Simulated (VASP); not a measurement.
Output of a VASP run:

OUTCAR:
```
 ion  position               nearest neighbor table
   1  0.000  0.000  0.000-   2 2.32   2 2.32   2 2.32   2 2.32   2 2.32   2 2.32
   2  0.500  0.500  0.500-   1 2.32   1 2.32   1 2.32   1 2.32   1 2.32   1 2.32
  LATTYP: Found a face centered cubic cell.
 ALAT       =     4.6344307880
 Subroutine PRICEL returns:
 Original cell was already a primitive cell.
 Subroutine GETGRP returns: Found 48 space group operations
The static configuration has the point symmetry O_h .
The dynamic configuration has the point symmetry O_h .
 Subroutine INISYM returns: Found 48 space group operations
 Subroutine IBZKPT returns following result:
 Found    120 irreducible k-points:

 Following reciprocal coordinates:
            Coordinates               Weight
  0.000000  0.000000  0.000000      1.000000
  0.066667  0.000000  0.000000      8.000000
  0.133333  0.000000  0.000000      8.000000
  0.200000  0.000000  0.000000      8.000000
  0.266667  0.000000  0.000000      8.000000
  0.333333  0.000000  0.000000      8.000000
  0.400000  0.000000  0.000000      8.000000
  0.466667  0.000000  0.000000      8.000000
  0.066667  0.066667  0.000000      6.000000
  0.133333  0.066667  0.000000     24.000000
  0.200000  0.066667  0.000000     24.000000
  0.266667  0.066667  0.000000     24.000000
  0.333333  0.066667  0.000000     24.000000
  0.400000  0.066667  0.000000     24.000000
  0.466667  0.066667  0.000000     24.000000
 -0.466667  0.066667  0.000000     24.000000
 -0.400000  0.066667  0.000000     24.000000
 -0.333333  0.066667  0.000000     24.000000
 -0.266667  0.066667  0.000000     24.000000
 -0.200000  0.066667  0.000000     24.000000
 -0.133333  0.066667  0.000000     24.000000
 -0.066667  0.066667  0.000000     12.000000
  0.133333  0.133333  0.000000      6.000000
  0.200000  0.133333  0.000000     24.000000
  0.266667  0.133333  0.000000     24.000000
  0.333333  0.133333  0.000000     24.000000
  0.400000  0.133333  0.000000     24.000000
  0.466667  0.133333  0.000000     24.000000
 -0.466667  0.133333  0.000000     24.000000
 -0.400000  0.133333  0.000000     24.000000
 -0.333333  0.133333  0.000000     24.000000
 -0.266667  0.133333  0.000000     24.000000
 -0.200000  0.133333  0.000000     24.000000
 -0.133333  0.133333  0.000000     12.000000
  0.200000  0.200000  0.000000      6.000000
  0.266667  0.200000  0.000000     24.000000
  0.333333  0.200000  0.000000     24.000000
  0.400000  0.200000  0.000000     24.000000
  0.466667  0.200000  0.000000     24.000000
 -0.466667  0.200000  0.000000     24.000000
   k-points           NKPTS =    120   k-points in BZ     NKDIM =    120   number of bands    NBANDS=     11
   number of dos      NEDOS =    301   number of ions     NIONS =      2
   total plane-waves  NPLWV =   5832
   dimension x,y,z NGX =    18 NGY =   18 NGZ =   18
   dimension x,y,z NGXF=    36 NGYF=   36 NGZF=   36
   ions per type =               1   1
   PREC   = normal    normal or accurate (medium, high low for compatibility)
   ISTART =      0    job   : 0-new  1-cont  2-samecut
   ICHARG =      2    charge: 1-file 2-atom 10-const
   ISPIN  =      1    spin polarized calculation?
   LNONCOLLINEAR =      F non collinear calculations
   LSORBIT =      F    spin-orbit coupling
   INIWAV =      1    electr: 0-lowe 1-rand  2-diag
   ENCUT  =  450.0 eV  33.07 Ry    5.75 a.u.   5.67  5.67  5.67*2*pi/ulx,y,z
   NELM   =    100;   NELMIN=  4; NELMDL= -5     # of ELM steps
   EDIFF  = 0.1E-04   stopping-criterion for ELM
   LREAL  =      F    real-space projection
   NLSPLINE    = F    spline interpolate recip. space projectors
   LMAXMIX     =    6 max onsite mixed and CHGCAR
   VOSKOWN=      0    Vosko Wilk Nusair interpolation
   EDIFFG = -.3E-01   stopping-criterion for IOM
   NSW    =     20    number of steps for IOM
   NBLOCK =      1;   KBLOCK =     20    inner block; outer block
   IBRION =      2    ionic relax: 0-MD 1-quasi-New 2-CG
...
```

OSZICAR:
```
       N       E                     dE             d eps       ncg     rms          rms(c)
DAV:   1    -0.171862163653E+02   -0.17186E+02   -0.74791E+03  2648   0.112E+03
DAV:   2    -0.616516842197E+02   -0.44465E+02   -0.42447E+02  3360   0.213E+02
DAV:   3    -0.631834151529E+02   -0.15317E+01   -0.15132E+01  3404   0.309E+01
DAV:   4    -0.631961792785E+02   -0.12764E-01   -0.12753E-01  3176   0.310E+00
DAV:   5    -0.631963437285E+02   -0.16445E-03   -0.16443E-03  3546   0.288E-01    0.636E+01
DAV:   6    -0.568204702456E+02    0.63759E+01   -0.13460E+01  2994   0.237E+01    0.405E+01
DAV:   7    -0.579840045188E+02   -0.11635E+01   -0.62425E-01  2883   0.807E+00    0.219E+01
DAV:   8    -0.566555017415E+02    0.13285E+01   -0.50896E-01  2985   0.703E+00    0.544E+00
DAV:   9    -0.571601383100E+02   -0.50464E+00   -0.56104E-01  2928   0.713E+00    0.168E+00
DAV:  10    -0.573516708783E+02   -0.19153E+00   -0.86738E-02  2903   0.282E+00    0.133E+00
DAV:  11    -0.573397153673E+02    0.11956E-01   -0.86008E-03  3043   0.863E-01    0.847E-01
DAV:  12    -0.573359740209E+02    0.37413E-02   -0.11514E-03  2904   0.363E-01    0.243E-01
DAV:  13    -0.573433082021E+02   -0.73342E-02   -0.30602E-03  2875   0.590E-01    0.196E-01
DAV:  14    -0.573442454396E+02   -0.93724E-03   -0.14983E-03  3293   0.344E-01    0.154E-01
DAV:  15    -0.573442421420E+02    0.32976E-05   -0.94605E-06  2376   0.319E-02
   1 F= -.57344242E+02 E0= -.57344069E+02  d E =-.573442E+02
```

### OUTCAR
```
------------------------ aborting loop because EDIFF is reached ----------------------------------------
  FORCE on cell =-STRESS in cart. coord.  units (eV):
  Direction    XX          YY          ZZ          XY          YZ          ZX
  --------------------------------------------------------------------------------------
  Total       -0.0424294     -0.0424294     -0.0424294      0.0000000      0.0000000     -0.0000000
  in kB       -2.7317982     -2.7317982     -2.7317982      0.0000000      0.0000000     -0.0000000
  external PRESSURE =      -2.7317982 kB  Pullay stress =       0.0000000 kB
  volume of cell :       24.88
      direct lattice vectors                 reciprocal lattice vectors
     0.000000000  2.317215394  2.317215394    -0.215776229  0.215776229  0.215776229
     2.317215394  0.000000000  2.317215394     0.215776229 -0.215776229  0.215776229
     2.317215394  2.317215394  0.000000000     0.215776229  0.215776229 -0.215776229
 POSITION                                       TOTAL-FORCE (eV/Angst)
 -----------------------------------------------------------------------------------
      0.00000      0.00000      0.00000         0.000000      0.000000      0.000000
      2.31722      2.31722      2.31722         0.000000      0.000000      0.000000
 -----------------------------------------------------------------------------------
    total drift:                               -0.000000      0.000000      0.000000
  FREE ENERGIE OF THE ION-ELECTRON SYSTEM (eV)
  ---------------------------------------------------
  free  energy   TOTEN  =       -57.3442421420 eV

  energy  without entropy=      -57.3437237990  energy(sigma->0) =      -57.34406936

 reached required accuracy - stopping structural energy minimisation
```
(Selected blocks of OUTCAR.)

### POSCAR
```
HfC
1
   -0.0000000000     2.3172153940     2.3172153940
    2.3172153940    -0.0000000000     2.3172153940
    2.3172153940     2.3172153940    -0.0000000000
Hf C
1 1
Direct
  0.0000000000   0.0000000000   0.0000000000
  0.5000000000   0.5000000000   0.5000000000
```

Q: Write an INCAR and KPOINTS that could have produced this output.

A: Several could match; the one computed here: the input of the run itself, r2SCAN meta-GGA, plane waves, VASP's PBE PAW potentials (set 64).

KPOINTS:
```
Automatic mesh
0
Gamma
15 15 15
0 0 0
```

**INCAR**
```
EDIFF = 1E-5   # SCF stop (eV)
NELM = 100
NELMIN = 4
ISIF = 2
LASPH = T   # aspherical one-centre terms
LCHARG = F
SIGMA = 0.1   # width (eV)
SYSTEM = HfC
LREAL = F
PREC = Normal
LMAXMIX = 6   # l cut-off of mixed one-centre charges
LMIXTAU = T
IBRION = 2   # conjugate gradients
LWAVE = F
ALGO = Normal
ISMEAR = 1
EDIFFG = -0.03   # ionic stop
ENCUT = 450   # plane-wave cut-off (eV)
NSW = 20   # most ionic steps
METAGGA = R2SCAN
```

POTCAR, in this order: Hf_pv C (PBE.64 set). Program: vasp_std.

At this cut-off the stress carries a Pulay error, which pulls relaxed volumes low.

The compound is HfC in the rock salt structure. It was relaxed first.
